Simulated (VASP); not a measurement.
VASP ran on this input.

POSCAR:
```
CsAu
1
    4.1710084231     0.0000000000     0.0000000000
    0.0000000000     4.1710084231     0.0000000000
    0.0000000000     0.0000000000     4.1710084231
Cs Au
1 1
Direct
  0.0000000000   0.0000000000   0.0000000000
  0.5000000000   0.5000000000   0.5000000000
```

**INCAR**
```
NEDOS = 601   ! DOS grid
LASPH = .TRUE.   ! aspherical one-centre terms
EDIFF = 1E-7
LORBIT = 11
PREC = Accurate
LREAL = .FALSE.
LMAXMIX = 6
ALGO = Normal   ! blocked Davidson
NELM = 100
LCHARG = .TRUE.
GGA = PS
ENCUT = 400   ! plane-wave cut-off (eV)
SYSTEM = CsAu
ISMEAR = -5   ! tetrahedra, Bloechl
LWAVE = .FALSE.
ISIF = 2   ! forces and stress, cell fixed
```

KPOINTS:
```
Regular mesh
0
G
7 7 7
```

POTCAR, in this order: Cs_sv Au (PBE.64 set). Program: vasp_std.

Question: Translate this PBEsol calculation to Quantum ESPRESSO's pw.x.

Answer: One equivalent input (not run):
```
&CONTROL
  calculation = 'scf'
  pseudo_dir = './pseudo'
  outdir = './out'
  tprnfor = .true.
  tstress = .true.
/
&SYSTEM
  ibrav = 0
  nat = 2
  ntyp = 2
  ecutwfc = 76
  occupations = 'tetrahedra'
  input_dft = 'pbesol'
/
&ELECTRONS
  conv_thr = 7.3e-09
  electron_maxstep = 100
/
ATOMIC_SPECIES
  Cs 132.905 Cs.upf
  Au 196.967 Au.upf
CELL_PARAMETERS angstrom
     4.1710084    0.0000000    0.0000000
     0.0000000    4.1710084    0.0000000
     0.0000000    0.0000000    4.1710084
ATOMIC_POSITIONS crystal
  Cs   0.0000000  0.0000000  0.0000000
  Au   0.5000000  0.5000000  0.5000000
K_POINTS automatic
  7 7 7 0 0 0
```
The two are equivalent in intent, not identical: the potentials are each code's own (VASP's PAW set, PseudoDojo norm-conserving files in pw.x), so ENCUT and ecutwfc are chosen apart and not converted; conv_thr bounds pw.x's estimated SCF error, while EDIFF bounds the energy change between steps.

The structure comes from a computed database's CsAu entry (Pm-3m); how it stands against other phases isn't given here. It was relaxed first, which changed the volume by -8 %.
